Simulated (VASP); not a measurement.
An input for Ansatz (written as the equivalent of a VASP run, and not itself run):

Ansatz 0.2 input:
```yaml
crystal:
  lattice:
    - [0.0000000, 2.5064676, 2.5064676]
    - [2.5064676, 0.0000000, 2.5064676]
    - [2.5064676, 2.5064676, 0.0000000]
  atoms:
    - { symbol: Mg, position: [0.0000000, 0.0000000, 0.0000000] }
    - { symbol: S, position: [0.5000000, 0.5000000, 0.5000000] }
kpoints:
  mp_grid: { grid: [9, 9, 9] }
hamiltonian:
  xc: lda
  pseudopotentials: { kind: paw }
scf:
  occupations: { method: gaussian, width: 0.05 }
  max_iter: 100
output: { forces: true, stress: true, eigenvalues: true }
```

Problem. Translate this input to VASP (INCAR, KPOINTS, POSCAR, choice of POTCAR).

Solution. One answer among several that fit: 
INCAR:
```
! general
SYSTEM = MgS
PREC   = Accurate
ENCUT  = 520   ! plane-wave cut-off (eV)
LREAL  = .FALSE.
LASPH  = .TRUE.

! electronic loop
EDIFF  = 1E-7   ! SCF stop (eV)
NELM   = 100   ! most electronic steps
ALGO   = Normal   ! blocked Davidson

! smearing
ISMEAR = 0   ! Gaussian
SIGMA  = 0.05

! ions
ISIF   = 2

! output
LWAVE  = .FALSE.
LCHARG = .FALSE.
```

KPOINTS:
```
Automatic mesh
0
Gamma
9 9 9
0 0 0
```

### POSCAR
```
MgS
1
    0.0000000000     2.5064675574     2.5064675574
    2.5064675574     0.0000000000     2.5064675574
    2.5064675574     2.5064675574     0.0000000000
Mg S
1 1
Direct
  0.0000000000   0.0000000000   0.0000000000
  0.5000000000   0.5000000000   0.5000000000
```

POTCAR, in this order: Mg S (LDA.64 set). Program: vasp_std.

Limits of the translation: each code has its own PAW files, so the cut-off isn't converted (ENCUT is set for VASP's; basis.ecutwfc is left out, and Ansatz then takes the one that its files recommend); Ansatz stops its SCF on the density residual and VASP on the energy change (EDIFF); Ansatz's lda is the Perdew-Wang form, while the LDA potentials of VASP carry Perdew-Zunger's.

The compound is MgS in the rock salt structure. This cell is one point of a volume scan, at 0.94 of the reference volume.
